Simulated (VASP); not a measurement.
Here is the system:

```
CELL_PARAMETERS angstrom
      0.00000     3.20882     3.20882
      3.20882     0.00000     3.20882
      3.20882     3.20882     0.00000
ATOMIC_POSITIONS crystal
  Pb 0.00000 0.00000 0.00000
  Se 0.50000 0.50000 0.50000
```

All values below come from RPBE GGA, VASP's PBE PAW potentials (set 64) (plane waves; VASP 6.6.1). Run with 520 eV cut-off, 7×7×7 Γ-centred mesh, Gaussian smearing of 0.050 eV, potentials Pb_d Se.

Question: The job: PbSe (rock salt), 2 atoms, RPBE, static run, 520 eV, 7×7×7 Γ-centred mesh. Roughly how much core time does it take on a busy server core?

Answer: About 10 core-seconds (one run on a shared machine, a rough figure). It had 20 irreducible k-points, 14 bands, up to 1807 plane waves and 15 electronic steps.

The compound is PbSe in the rock salt structure. This cell is one point of a volume scan, at 1.06 of the reference volume.
